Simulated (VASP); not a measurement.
These are PBE GGA with D3 dispersion (zero damping), VASP's PBE PAW potentials (set 64) (plane waves; VASP) values and carry that method's errors.

VASP input:

KPOINTS:
```
Automatic mesh
0
Gamma
 4 4 4
```

File POSCAR:
```
CsPbBr3
1
    6.0461253983     0.0000000000     0.0000000000
    0.0000000000     6.0461253983     0.0000000000
    0.0000000000     0.0000000000     6.0461253983
Cs Pb Br
1 1 3
Direct
  0.0000000000   0.0000000000   0.0000000000
  0.5000000000   0.5000000000   0.5000000000
  0.5000000000   0.0000000000   0.5000000000
  0.0000000000   0.5000000000   0.5000000000
  0.5000000000   0.5000000000   0.0000000000
```

### INCAR
```
! general
SYSTEM   =  CsPbBr3
PREC     =  Accurate
ENCUT    =  520
LREAL    =  .FALSE.
LASPH    =  .TRUE.   ! aspherical one-centre terms

! electronic loop
EDIFF    =  1E-7   ! SCF stop (eV)
NELM     =  100   ! most electronic steps
ALGO     =  Normal
LMAXMIX  =  4   ! l cut-off of mixed one-centre charges

! smearing
ISMEAR   =  0   ! Gaussian
SIGMA    =  0.05

! functional
GGA      =  PE
IVDW     =  11

! ions
ISIF     =  2   ! forces and stress, cell fixed

! output
LWAVE    =  .FALSE.
LCHARG   =  .FALSE.
```

POTCAR, in this order: Cs_sv Pb_d Br (PBE.64 set). Program: vasp_std.

What VASP printed:

File OSZICAR:
```
       N       E                     dE             d eps       ncg     rms          rms(c)
DAV:   1     0.397379180792E+03    0.39738E+03   -0.18441E+04   520   0.147E+03
DAV:   2     0.290869343206E+02   -0.36829E+03   -0.36210E+03   670   0.325E+02
DAV:   3    -0.147962993407E+02   -0.43883E+02   -0.43462E+02   590   0.125E+02
DAV:   4    -0.165359980313E+02   -0.17397E+01   -0.17344E+01   662   0.340E+01
DAV:   5    -0.165887715123E+02   -0.52773E-01   -0.52737E-01   644   0.463E+00    0.383E+00
DAV:   6    -0.159219685785E+02    0.66680E+00   -0.12129E+00   748   0.106E+01    0.218E+00
DAV:   7    -0.158590279382E+02    0.62941E-01   -0.59243E-01   760   0.418E+00    0.102E+00
DAV:   8    -0.158702109394E+02   -0.11183E-01   -0.75448E-02   630   0.227E+00    0.202E-01
DAV:   9    -0.158691753797E+02    0.10356E-02   -0.13720E-02   732   0.865E-01    0.109E-01
DAV:  10    -0.158695878219E+02   -0.41244E-03   -0.13158E-03   554   0.209E-01    0.445E-02
DAV:  11    -0.158696972330E+02   -0.10941E-03   -0.22489E-04   588   0.108E-01    0.895E-03
DAV:  12    -0.158696962556E+02    0.97735E-06   -0.36536E-05   726   0.623E-02    0.394E-03
DAV:  13    -0.158696965495E+02   -0.29389E-06   -0.26184E-06   668   0.109E-02    0.288E-03
DAV:  14    -0.158696967171E+02   -0.16758E-06   -0.66612E-07   662   0.810E-03    0.317E-04
DAV:  15    -0.158696967773E+02   -0.60202E-07   -0.28283E-08   360   0.165E-03
   1 F= -.16996972E+02 E0= -.16996972E+02  d E =-.113270E-11
```

**OUTCAR**
```
------------------------ aborting loop because EDIFF is reached ----------------------------------------
 Edisp (eV)   -1.12728
  FORCE on cell =-STRESS in cart. coord.  units (eV):
  Direction    XX          YY          ZZ          XY          YZ          ZX
  --------------------------------------------------------------------------------------
  Total      -1.57627    -1.57627    -1.57627     0.00000    -0.00000     0.00000
  in kB     -11.42640   -11.42640   -11.42640     0.00000    -0.00000     0.00000
  external pressure =      -11.43 kB  Pullay stress =        0.00 kB
  volume of cell :      221.02
      direct lattice vectors                 reciprocal lattice vectors
     6.046125398  0.000000000  0.000000000     0.165395180  0.000000000  0.000000000
     0.000000000  6.046125398  0.000000000     0.000000000  0.165395180  0.000000000
     0.000000000  0.000000000  6.046125398     0.000000000  0.000000000  0.165395180
 POSITION                                       TOTAL-FORCE (eV/Angst)
 -----------------------------------------------------------------------------------
      0.00000      0.00000      0.00000         0.000000      0.000000      0.000000
      3.02306      3.02306      3.02306         0.000000      0.000000      0.000000
      3.02306      0.00000      3.02306         0.000000      0.000000      0.000000
      0.00000      3.02306      3.02306         0.000000      0.000000      0.000000
      3.02306      3.02306      0.00000         0.000000      0.000000      0.000000
 -----------------------------------------------------------------------------------
    total drift:                                0.000000     -0.000000     -0.000000
  FREE ENERGIE OF THE ION-ELECTRON SYSTEM (eV)
  ---------------------------------------------------
  free  energy   TOTEN  =       -16.9969721814 eV

  energy  without entropy=      -16.9969721814  energy(sigma->0) =      -16.99697218
```
(Selected blocks of OUTCAR.)

OUTCAR:
```
 val. band max:        0.3405671552   @ k =   0.5000   0.5000   0.5000

 cond. band min:       2.1909733380   @ k =   0.5000   0.5000   0.5000


 Fermi energy:         0.5629375242

 k-point     1 :       0.0000    0.0000    0.0000
  band No.  band energies     occupation
      1     -20.7892      2.00000
      2     -16.2394      2.00000
      3     -16.2394      2.00000
      4     -16.1470      2.00000
      5     -16.1470      2.00000
      6     -16.1470      2.00000
      7     -13.7592      2.00000
      8     -13.2347      2.00000
      9     -13.2347      2.00000
     10      -7.5666      2.00000
     11      -7.5666      2.00000
     12      -7.5666      2.00000
     13      -6.4441      2.00000
     14      -3.2335      2.00000
     15      -3.2335      2.00000
     16      -3.2335      2.00000
     17      -1.2469      2.00000
     18      -1.2469      2.00000
     19      -1.2469      2.00000
     20      -1.1672      2.00000
     21      -1.1672      2.00000
     22      -1.1672      2.00000
     23       3.7300      0.00000
     24       4.9660      0.00000
     25       4.9660      0.00000
     26       5.6895      0.00000

 k-point     2 :       0.2500    0.0000    0.0000
  band No.  band energies     occupation
      1     -20.7889      2.00000
      2     -16.2394      2.00000
      3     -16.2211      2.00000
      4     -16.1473      2.00000
      5     -16.1473      2.00000
      6     -16.1470      2.00000
      7     -13.7054      2.00000
      8     -13.3207      2.00000
      9     -13.2341      2.00000
     10      -7.5645      2.00000
     11      -7.5629      2.00000
     12      -7.5629      2.00000
     13      -6.7679      2.00000
     14      -3.1913      2.00000
     15      -3.1913      2.00000
     16      -2.4336      2.00000
     17      -1.3064      2.00000
     18      -1.3064      2.00000
     19      -1.2993      2.00000
     20      -1.2114      2.00000
     21      -1.2114      2.00000
     22      -1.1754      2.00000
...
```

Unless said otherwise, spin-orbit coupling is left out, though it shifts the bands of the heavy elements here.

The compound is CsPbBr3 in the cubic perovskite structure, the ideal cubic form; the compound distorts at low or room temperature. This cell is one point of a volume scan, at 1.06 of the reference volume.
